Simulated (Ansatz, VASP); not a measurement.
**K4Si23 (K4Si23 (Pm-3n)) in two plane-wave programs**

Wanted: the spread between two codes on one cell, functional and k mesh. Of the first pair: The structure shown is the start of the Ansatz relaxation below; VASP solves that cell, so the two are compared at the walk's first step.

Program: Ansatz 0.2.0. Level of theory: plane waves, with VASP 6.6.1 beside it; single point at r2SCAN. Results are calculated unless marked as measured.

## Step 1: The structure

The cell holds 54 atoms: 8 K and 46 Si. Cell: a = 10.285 Å, b = 10.285 Å, c = 10.285 Å, α = 90.0°, β = 90.0°, γ = 90.0°.

## Step 2: Ansatz: relaxation, r2SCAN

Ansatz runs on its PAW soft_1 files.

The two programs are compared at the cell with which this relaxation starts, whose forces are those of its first step.

input.yaml reads:

```yaml
crystal:
  lattice:
    - [10.2854866, 0.0, 0.0]
    - [0.0, 10.2854866, 0.0]
    - [0.0, 0.0, 10.2854866]
  atoms:
    - { symbol: K, position: [0.0, 0.0, 0.0] }
    - { symbol: K, position: [0.5, 0.5, 0.5] }
    - { symbol: K, position: [0.25, 0.5, 0.0] }
    - { symbol: K, position: [0.75, 0.5, 0.0] }
    - { symbol: K, position: [0.5, 0.0, 0.25] }
    - { symbol: K, position: [0.5, 0.0, 0.75] }
    - { symbol: K, position: [0.0, 0.75, 0.5] }
    - { symbol: K, position: [0.0, 0.25, 0.5] }
    - { symbol: Si, position: [0.25, 0.0, 0.5] }
    - { symbol: Si, position: [0.75, 0.0, 0.5] }
    - { symbol: Si, position: [0.0, 0.5, 0.25] }
    - { symbol: Si, position: [0.0, 0.5, 0.75] }
    - { symbol: Si, position: [0.5, 0.75, 0.0] }
    - { symbol: Si, position: [0.5, 0.25, 0.0] }
    - { symbol: Si, position: [0.18496019, 0.18496019, 0.18496019] }
    - { symbol: Si, position: [0.68496019, 0.31503981, 0.68496019] }
    - { symbol: Si, position: [0.68496019, 0.68496019, 0.31503981] }
    - { symbol: Si, position: [0.31503981, 0.68496019, 0.68496019] }
    - { symbol: Si, position: [0.81503981, 0.81503981, 0.18496019] }
    - { symbol: Si, position: [0.18496019, 0.81503981, 0.81503981] }
    - { symbol: Si, position: [0.81503981, 0.18496019, 0.81503981] }
    - { symbol: Si, position: [0.31503981, 0.31503981, 0.31503981] }
    - { symbol: Si, position: [0.81503981, 0.81503981, 0.81503981] }
    - { symbol: Si, position: [0.31503981, 0.68496019, 0.31503981] }
    - { symbol: Si, position: [0.31503981, 0.31503981, 0.68496019] }
    - { symbol: Si, position: [0.68496019, 0.31503981, 0.31503981] }
    - { symbol: Si, position: [0.18496019, 0.18496019, 0.81503981] }
    - { symbol: Si, position: [0.81503981, 0.18496019, 0.18496019] }
    - { symbol: Si, position: [0.18496019, 0.81503981, 0.18496019] }
    - { symbol: Si, position: [0.68496019, 0.68496019, 0.68496019] }
    - { symbol: Si, position: [0.0, 0.30658861, 0.118409] }
    - { symbol: Si, position: [0.5, 0.381591, 0.80658861] }
    - { symbol: Si, position: [0.5, 0.618409, 0.19341139] }
    - { symbol: Si, position: [0.618409, 0.80658861, 0.5] }
    - { symbol: Si, position: [0.381591, 0.80658861, 0.5] }
    - { symbol: Si, position: [0.19341139, 0.5, 0.618409] }
    - { symbol: Si, position: [0.80658861, 0.5, 0.618409] }
    - { symbol: Si, position: [0.118409, 0.0, 0.30658861] }
    - { symbol: Si, position: [0.30658861, 0.118409, 0.0] }
    - { symbol: Si, position: [0.69341139, 0.881591, 0.0] }
    - { symbol: Si, position: [0.118409, 0.0, 0.69341139] }
    - { symbol: Si, position: [0.69341139, 0.118409, 0.0] }
    - { symbol: Si, position: [0.881591, 0.0, 0.30658861] }
    - { symbol: Si, position: [0.881591, 0.0, 0.69341139] }
    - { symbol: Si, position: [0.30658861, 0.881591, 0.0] }
    - { symbol: Si, position: [0.0, 0.69341139, 0.881591] }
    - { symbol: Si, position: [0.0, 0.30658861, 0.881591] }
    - { symbol: Si, position: [0.0, 0.69341139, 0.118409] }
    - { symbol: Si, position: [0.80658861, 0.5, 0.381591] }
    - { symbol: Si, position: [0.19341139, 0.5, 0.381591] }
    - { symbol: Si, position: [0.618409, 0.19341139, 0.5] }
    - { symbol: Si, position: [0.381591, 0.19341139, 0.5] }
    - { symbol: Si, position: [0.5, 0.618409, 0.80658861] }
    - { symbol: Si, position: [0.5, 0.381591, 0.19341139] }
basis:
  ecutwfc: 500
  xc_grid: 2
hamiltonian:
  xc: r2scan
  pseudopotentials: { kind: paw, azcp: { folder: soft_1 } }
kpoints:
  mp_grid: { grid: [4, 4, 4] }
scf:
  occupations: { method: fermi_dirac, width: 0.05 }
  max_iter: 150
output:
  forces: true
  stress: true
relax:
  f_tol: 0.01
  max_steps: 60
  cell: {}
checkpoint:
  write: "../r2scan.run"
  compress: false
  write_wavefunctions: false
  write_every: 100000
```

Run with:

```
> ansatz run input.yaml --threads 4 --pin off --max-ram 6594MiB --backend cpu --events-out ev --progress --plain --runs-dir out
```

Numbers of over 12 decimals in the logs are rounded to 6 here.

The log of the run:

```text
Engine: ansatz 0.2.0, aarch64-unknown-linux-gnu
Pseudopotentials: kind: paw
Pseudopotential: K, paw, valence charge 9, recommended cutoff 500 eV (meta_gga), soft_1/K.paw.azcp
Pseudopotential: Si, paw, valence charge 4, recommended cutoff 500 eV (meta_gga), soft_1/Si.paw.azcp
Functional definition: r2SCAN
  parameter k0 = 0.174
  parameter k1 = 0.065
  parameter a1 = 4.9479
  exchange = r2scan_x(k0 = k0, k1 = k1, a1 = a1)
  correlation = r2scan_c
Crystal: 54 atoms, lattice volume = 1088.114 Å³
Basis set: ecut = 500 eV, 27609 PW (Γ), exchange–correlation on 160×160×160 points (8 copies of the dense FFT grid, shifted against one another)
Bands: 182, of which v1, the nominal top of the filled ones, is band 128 counted from 1 (127 counted from 0)
Symmetry: 48 space group operations
Space group: Pm-3n (ITA 223), of the structure as read, at distance tolerance 1.0e-4 Å
k-points: 10 of 64
Non-local potential: K, projectors of the file, l = 0: 3, l = 1: 2, l = 2: 2
Non-local potential: Si, projectors of the file, l = 0: 2, l = 1: 2, l = 2: 1
PAW form: soft (Blöchl's): semilocal exchange-correlation on the pseudo side does not see the compensation charge
PAW frozen core: K, regenerated for the run's functional (the file was generated under x = pbe(κ = 0.804, μ = 0.219515), c = pbe(β = 0.066725))
PAW frozen core: Si, regenerated for the run's functional (the file was generated under x = pbe(κ = 0.804, μ = 0.219515), c = pbe(β = 0.066725))
PAW one-centre angular grid: K, 302 points (default); XC on 160 Gauss nodes
PAW one-centre angular grid: Si, 302 points (default); XC on 160 Gauss nodes
Initial density: superposition of atomic densities (chi_scale 0.1, normalization cell, long waves kept (reshape's long-wave potential 0.01 eV rms))
Initial wavefunctions: pseudopotential atomic-orbital guess
Functional: x = r2scan, c = r2scan; τ floored in thin density (d = 2e-4 eV/Å³)
SCF iter   1: F=—  HF=-41737.155087 eV  |F-HF|=—  |Δ(HF+E_count)|=         —  Δρ=3.64e-2  dr2=1.23e1  dr2_τ=3.48e-1  ethr=3.10e-3  ⟨swp⟩=8.2  Hψ=9586  notcnv=0  defer=98
preconditioner: auto → Kerker (q_TF=auto, 2.144 Å⁻¹)  [metal: Δε(μ)=0.003 eV  Ē_g=10.172 eV  σ=0.050 eV  W_gap=0.02  n_scr=178 (ndim 8)  ℏωp=17.4 eV  f_vac=0.000  D(μ)=21.64/eV (n_scr^D=122)]
SCF iter   2: F=—  HF=-41738.311754 eV  |F-HF|=—  |Δ(HF+E_count)|=    1.16e0  Δρ=2.29e-2  dr2=5.05e0  dr2_τ=3.71e-2  ethr=3.10e-3  ⟨swp⟩=2.0  Hψ=2316  notcnv=0  defer=270
SCF iter   3: F=—  HF=-41738.578207 eV  |F-HF|=—  |Δ(HF+E_count)|=   2.66e-1  Δρ=2.20e-3  dr2=1.21e-1  dr2_τ=1.28e-2  ethr=1.97e-3  ⟨swp⟩=3.7  Hψ=3111  notcnv=0  defer=270
SCF iter   4: F=—  HF=-41738.585256 eV  |F-HF|=—  |Δ(HF+E_count)|=   7.05e-3  Δρ=9.37e-4  dr2=3.26e-2  dr2_τ=5.40e-4  ethr=4.72e-5  ⟨swp⟩=1.9  Hψ=1692  notcnv=0  defer=270
SCF iter   5: F=—  HF=-41738.581791 eV  |F-HF|=—  |Δ(HF+E_count)|=   3.46e-3  Δρ=3.31e-4  dr2=3.85e-3  dr2_τ=7.48e-5  ethr=1.27e-5  ⟨swp⟩=2.6  Hψ=2600  notcnv=0  defer=270
SCF iter   6: F=—  HF=-41738.580920 eV  |F-HF|=—  |Δ(HF+E_count)|=   8.71e-4  Δρ=1.11e-4  dr2=2.81e-4  dr2_τ=7.25e-6  ethr=1.50e-6  ⟨swp⟩=2.1  Hψ=2724  notcnv=0  defer=270
SCF iter   7: F=—  HF=-41738.580998 eV  |F-HF|=—  |Δ(HF+E_count)|=   7.75e-5  Δρ=1.87e-5  dr2=5.56e-6  dr2_τ=4.54e-7  ethr=1.10e-7  ⟨swp⟩=2.0  Hψ=2874  notcnv=0  defer=270
SCF iter   8: F=—  HF=-41738.579997 eV  |F-HF|=—  |Δ(HF+E_count)|=   1.00e-3  Δρ=5.06e-6  dr2=5.71e-7  dr2_τ=2.31e-8  ethr=2.17e-9  ⟨swp⟩=2.0  Hψ=2866  notcnv=0  defer=270
SCF iter   9: F=-41738.579997 eV  HF=-41738.579997 eV  |F-HF|=1.01e-8  |Δ(HF+E_count)|=   1.23e-7  Δρ=1.23e-6  dr2=3.88e-8  dr2_τ=1.34e-9  ethr=3.91e-11  ⟨swp⟩=4.9  Hψ=5664  notcnv=0
SCF 1 converged in 9 iterations: F = -41738.579997 eV  dr2 = 3.88e-8
  greatest PAW one-centre occupation: 0.990 electrons in one spin orbital (limit 2), on the K atom at site 1 (counted from 0), in its partial waves of l = 0
relax step   1: F+E_penalty+E_count = -41738.57999739 eV  Δ(F+E_penalty+E_count) = +0.000e0 eV  max|allowed force component| = 3.413e-2 eV/Å  Δτ_max = 0.0000 Å  P = +0.235 GPa  Ω = 1088.114 Å³  (9 SCF iters, dr2 threshold 1.00e-7 eV, accepted)
Crystal: 54 atoms, lattice volume = 1090.750 Å³
Basis set: ecut = 500 eV, 27633 PW (Γ), exchange–correlation on 160×160×160 points (8 copies of the dense FFT grid, shifted against one another)
Initial density: handed on by an earlier stage of this run
Initial wavefunctions: those handed on with the density
iter 1 solved again at ethr=9.38e-8 eV; its pass at ethr=3.10e-3 eV (dr2=2.40e-4 eV) is discarded
SCF iter   1: F=—  HF=-41738.583746 eV  |F-HF|=—  |Δ(HF+E_count)|=         —  Δρ=1.39e-4  dr2=2.87e-4  dr2_τ=2.89e-4  ethr=9.38e-8  ⟨swp⟩=4.6  Hψ=8217  notcnv=0  defer=3
[...]
SCF converged after 4 iterations
Free energy (F): -41738.584413 eV
Harris-Foulkes:  -41738.584413 eV  (|F-HF|=4.07e-10)
Internal energy: -41738.413794 eV  (E = F + TS)
E sigma→0 (E₀):  -41738.499104 eV
Entropy (-TS):   -0.170619 eV (-3.160 meV/atom)
Fermi energy:    7.858447 eV
--- Per-component energies (eV) ---
  E_band       = -460.188187
  E_kinetic    = 3919.767515
  E_local      = -5211.315973  (includes V_loc(G=0)·N_el)
  E_nonlocal   = 1110.602359
  E_hartree    = 1826.965250
  E_xc         = -3500.804953
  E_vxc        = -3835.663563  (∫ρ·V_xc dr)
  E_paw        = -30147.998904  (= ΣΔE_a)
  E_vpaw       = -277.030770  (= ΣTr[D̂ρ^β])
  E_aug_tail   = 0.000647  (compensation charges beyond the density's cutoff)
  E_vtau       = 179.521492  (kinetic-family band-sum trace: ∫τ·v_τ [+ j·A + Jᵃ·Aᵃ] dr)
  E_ewald      = -9730.544332
  E_core_change = -5.085404  (= ΣΔE_core)
  E_smearing   = -0.170619  (= −TS)
  E_closure    = -0.000000  (closes the sum)
  Σ components = -41738.584413   (vs F -41738.584413, Δ=0.00e0)
--- Forces (eV/Å), atoms counted from 1 ---
  atom   1  K      0.00000000    -0.00000000    -0.00000000
  atom   2  K     -0.00000000     0.00000000     0.00000000
  atom   3  K      0.00000000     0.00000000     0.00000000
  atom   4  K     -0.00000000    -0.00000000    -0.00000000
  atom   5  K     -0.00000000     0.00000000     0.00000000
  atom   6  K      0.00000000    -0.00000000    -0.00000000
  atom   7  K     -0.00000000     0.00000000    -0.00000000
  atom   8  K      0.00000000     0.00000000     0.00000000
  atom   9  Si    -0.00000000     0.00000000    -0.00000000
  atom  10  Si    -0.00000000    -0.00000000     0.00000000
  atom  11  Si    -0.00000000     0.00000000     0.00000000
  atom  12  Si     0.00000000    -0.00000000    -0.00000000
  atom  13  Si    -0.00000000    -0.00000000     0.00000000
  atom  14  Si     0.00000000     0.00000000    -0.00000000
  atom  15  Si    -0.00021895    -0.00021895    -0.00021895
  atom  16  Si    -0.00021895     0.00021895    -0.00021895
  atom  17  Si    -0.00021895    -0.00021895     0.00021895
  atom  18  Si     0.00021895    -0.00021895    -0.00021895
  atom  19  Si     0.00021895     0.00021895    -0.00021895
  atom  20  Si    -0.00021895     0.00021895     0.00021895
  atom  21  Si     0.00021895    -0.00021895     0.00021895
  atom  22  Si     0.00021895     0.00021895     0.00021895
  atom  23  Si     0.00021895     0.00021895     0.00021895
  atom  24  Si     0.00021895    -0.00021895     0.00021895
[...]
atom  47  Si     0.00000000    -0.00011300    -0.00123184
  atom  48  Si    -0.00000000     0.00011300     0.00123184
  atom  49  Si    -0.00011300    -0.00000000    -0.00123184
  atom  50  Si     0.00011300     0.00000000    -0.00123184
  atom  51  Si     0.00123184     0.00011300    -0.00000000
  atom  52  Si    -0.00123184     0.00011300    -0.00000000
  atom  53  Si     0.00000000     0.00123184    -0.00011300
  atom  54  Si    -0.00000000    -0.00123184     0.00011300
  max |Σ_I F_I| component: 2.54e-17 eV/Å
--- Stress (GPa, compression-positive) ---
       -0.002048       0.000000       0.000000
        0.000000      -0.002048       0.000000
        0.000000       0.000000      -0.002048
  P = ⅓ Tr σ = -0.0020 GPa (-0.020 kbar)
--- Relaxed structure (3 steps of the walk, 3 accepted, 1 SCFs on fresh bases) ---
  F+E_penalty+E_count = -41738.58441348 eV   max|allowed force component| = 1.232e-3 eV/Å   (the final SCF, on the basis selected at the relaxed cell)
  cell:  # Å, volume = 1091.3976 Å³
    - [10.295821, 0, 0]
    - [0, 10.295821, 0]
    - [0, 0, 10.295821]
  atoms:
    - { symbol: K, position: [0, 0, 0] }
    - { symbol: K, position: [0.5, 0.5, 0.5] }
    - { symbol: K, position: [0.25, 0.5, 0] }
    - { symbol: K, position: [0.75, 0.5, 0] }
    - { symbol: K, position: [0.5, 0, 0.25] }
    - { symbol: K, position: [0.5, 0, 0.75] }
    - { symbol: K, position: [0, 0.75, 0.5] }
    - { symbol: K, position: [0, 0.25, 0.5] }
    - { symbol: Si, position: [0.25, 0, 0.5] }
    - { symbol: Si, position: [0.75, 0, 0.5] }
    - { symbol: Si, position: [0, 0.5, 0.25] }
    - { symbol: Si, position: [0, 0.5, 0.75] }
    - { symbol: Si, position: [0.5, 0.75, 0] }
    - { symbol: Si, position: [0.5, 0.25, 0] }
    - { symbol: Si, position: [0.184838, 0.184838, 0.184838] }
    - { symbol: Si, position: [0.684838, 0.315162, 0.684838] }
    - { symbol: Si, position: [0.684838, 0.684838, 0.315162] }
    - { symbol: Si, position: [0.315162, 0.684838, 0.684838] }
    - { symbol: Si, position: [0.815162, 0.815162, 0.184838] }
    - { symbol: Si, position: [0.184838, 0.815162, 0.815162] }
    - { symbol: Si, position: [0.815162, 0.184838, 0.815162] }
    - { symbol: Si, position: [0.315162, 0.315162, 0.315162] }
    - { symbol: Si, position: [0.815162, 0.815162, 0.815162] }
    - { symbol: Si, position: [0.315162, 0.684838, 0.315162] }
    - { symbol: Si, position: [0.315162, 0.315162, 0.684838] }
    - { symbol: Si, position: [0.684838, 0.315162, 0.315162] }
    - { symbol: Si, position: [0.184838, 0.184838, 0.815162] }
    - { symbol: Si, position: [0.815162, 0.184838, 0.184838] }
    - { symbol: Si, position: [0.184838, 0.815162, 0.184838] }
    - { symbol: Si, position: [0.684838, 0.684838, 0.684838] }
    - { symbol: Si, position: [0, 0.306545, 0.118664] }
    - { symbol: Si, position: [0.5, 0.381336, 0.806545] }
[...]
- { symbol: Si, position: [0, 0.306545, 0.881336] }
    - { symbol: Si, position: [0, 0.693455, 0.118664] }
    - { symbol: Si, position: [0.806545, 0.5, 0.381336] }
    - { symbol: Si, position: [0.193455, 0.5, 0.381336] }
    - { symbol: Si, position: [0.618664, 0.193455, 0.5] }
    - { symbol: Si, position: [0.381336, 0.193455, 0.5] }
    - { symbol: Si, position: [0.5, 0.618664, 0.806545] }
    - { symbol: Si, position: [0.5, 0.381336, 0.193455] }
```

[end of part 1 of 3]

[Lines on the potential files, build, host, timing and source positions are cut from VASP's logs without a mark.]

[Logs are printed without paths, hosts, clocks, repeated set-up lines and the standing remarks that a program may print on its own settings, such as how far it seeks lower states.]

[Hosts, paths, dates, database ids (printed as entryN), source tags and the programs' standing remarks are cut or masked in the printed files.]
